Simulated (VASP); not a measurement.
Crystal: Sn.

```xyz
2
Lattice="0.0000 3.2333 3.2333 3.2333 0.0000 3.2333 3.2333 3.2333 0.0000" Properties=species:S:1:pos:R:3 pbc="T T T"
Sn    0.0000    0.0000    0.0000
Sn    1.6167    1.6167    1.6167
```

This isn't the form of Sn at room conditions, which is tetragonal (white tin).

| Item | Value |
| --- | --- |
| Program | VASP 6.6.1 |
| Task | relaxation of cell and atoms |
| Functional | PBE |
| Potentials or basis | VASP PAW PBE potentials, release 64 (Sn_d) |
| Cutoff | 700 eV |
| k mesh | 8 × 8 × 8 |
| Occupations | gaussian, width 0.02 eV |
| Spin | no spin polarisation |

At the start: pressure 3.8 GPa; volume 33.80 Å³/atom.

Task: How do energy, volume and symmetry change on relaxing?

Result: Over 3 steps the energy falls by 32.6 meV/atom and the volume is 36.81 Å³/atom (+8.9 %); space group Fd-3m (No. 227, to 0.05 Å).

Step by step:
```
step  energy change (eV)  largest force (eV/Å)  pressure (GPa)  volume (Å³)
   1              0.0000                0.0000            3.78        67.61
   2             -0.0591                0.0000           -0.92        75.72
   3             -0.0652                0.0000            0.01        73.61
```

Final structure:
```
Sn
1.0
     0.00000    3.32637    3.32637
     3.32637    0.00000    3.32637
     3.32637    3.32637    0.00000
Sn
2
Direct
  0.00000 0.00000 0.00000
  0.25000 0.25000 0.25000
```
